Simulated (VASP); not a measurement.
# Ti (space group P6_3/mmc): computed properties

Level of theory: r2SCAN+rVV10, VASP's PBE PAW potentials (set 64) (plane waves; VASP).

```yaml
space_group: P6_3/mmc (194)
cell: a = b = 2.927 Å, c = 4.620 Å, α = β = 90.00°, γ = 120.00°
volume_per_atom: 17.14 Å^3/atom
band gap (over mesh and band path): none (metal, semimetal or under 0.01 eV)
density: 4.64 g/cm³
```

```cif
data_Ti2
_chemical_formula_sum 'Ti2'
_space_group_name_H-M_alt 'P63/mmc'
_space_group_IT_number 194
_space_group_name_Hall '-P 6c 2c'
_cell_length_a 2.92718
_cell_length_b 2.92718
_cell_length_c 4.61951
_cell_angle_alpha 90.000
_cell_angle_beta 90.000
_cell_angle_gamma 120.000
loop_
_atom_site_label
_atom_site_type_symbol
_atom_site_symmetry_multiplicity
_atom_site_Wyckoff_symbol
_atom_site_fract_x
_atom_site_fract_y
_atom_site_fract_z
_atom_site_occupancy
Ti1 Ti 2 c 0.33333 0.66667 0.25000 1
```

The structure comes from a measured Ti entry (P6_3/mmc) of the Crystallography Open Database, whose conditions weren't checked. It was relaxed first. Symmetry was kept, so distortions that lower it aren't found.
